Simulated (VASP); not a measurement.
Energy against volume of Al (fcc). Calculation: TPSS meta-GGA, VASP's PBE PAW potentials (set 64) (plane waves; VASP 6.6.1). Settings: 520 eV cut-off, 16×16×16 Γ-centred mesh, first-order Methfessel-Paxton smearing of 0.10 eV, potentials Al.

```
V (Å³/atom)  E (eV/atom)
-----------  -----------
15.111          -7.90504
15.594          -7.91951
16.076          -7.92473
16.558          -7.92190
```

Q: Fit these four points and predict the energy of the run at 17.041 Å³/atom.

A: A cubic in V^(−2/3), the third-order Birch-Murnaghan form, passes through the four points with V0 = 16.14 Å³/atom and B0 = 88 GPa, and gives -7.9120 eV/atom there. The run gave -7.9122 eV/atom, -0.2 meV/atom from the fit; all five points give B0 = 87 GPa.

The compound is Al in the fcc structure. It was relaxed first.
